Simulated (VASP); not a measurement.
Data:

```yaml
crystal:
  lattice:
    - [4.64511, 0.00000, 0.00000]
    - [0.00000, 4.64511, 0.00000]
    - [0.00000, 0.00000, 2.96923]
  atoms:
    - { symbol: Ti, position: [0.00000, 0.00000, 0.00000] }
    - { symbol: Ti, position: [0.50000, 0.50000, 0.50000] }
    - { symbol: O, position: [0.30495, 0.30495, 0.00000] }
    - { symbol: O, position: [0.80495, 0.19505, 0.50000] }
    - { symbol: O, position: [0.19505, 0.80495, 0.50000] }
    - { symbol: O, position: [0.69505, 0.69505, 0.00000] }
```

Method: PBE GGA, VASP's PBE PAW potentials (set 64) (plane waves; VASP 6.6.1). Run with 520 eV cut-off, Gaussian smearing of 0.050 eV, potentials Ti_sv O.

**Question.** Give the energies of bands 14 to 27 at the high-symmetry points, in eV from the valence-band maximum.

**Answer.** 
```
band      Γ      X      M      Z      R      A
----  -----  -----  -----  -----  -----  -----
14    -5.20  -4.81  -5.40  -4.36  -4.90  -4.56
15    -4.73  -3.65  -3.77  -3.59  -3.89  -4.47
16    -3.71  -3.65  -3.77  -3.59  -3.89  -4.47
17    -3.71  -3.13  -2.77  -3.55  -3.20  -3.44
18    -2.51  -3.13  -2.77  -3.55  -3.20  -3.44
19    -2.51  -2.98  -2.11  -2.73  -2.33  -2.71
20    -1.90  -2.98  -2.11  -2.73  -2.33  -2.71
21    -0.68  -1.57  -1.26  -2.23  -1.98  -1.22
22    -0.44  -1.57  -1.26  -2.23  -1.98  -1.22
23    -0.44  -0.71  -1.05  -1.40  -0.99  -0.67
24     0.00  -0.71  -1.05  -1.40  -0.99  -0.67
25     1.82   2.46   1.85   2.87   1.87   2.52
26     2.10   2.46   1.85   2.87   1.87   2.52
27     2.40   2.93   2.46   3.11   3.13   3.13
```

The gap is direct, 1.82 eV, from the valence maximum at Γ to the conduction minimum at Γ.

The compound is TiO2 in the rutile structure. It was relaxed first.
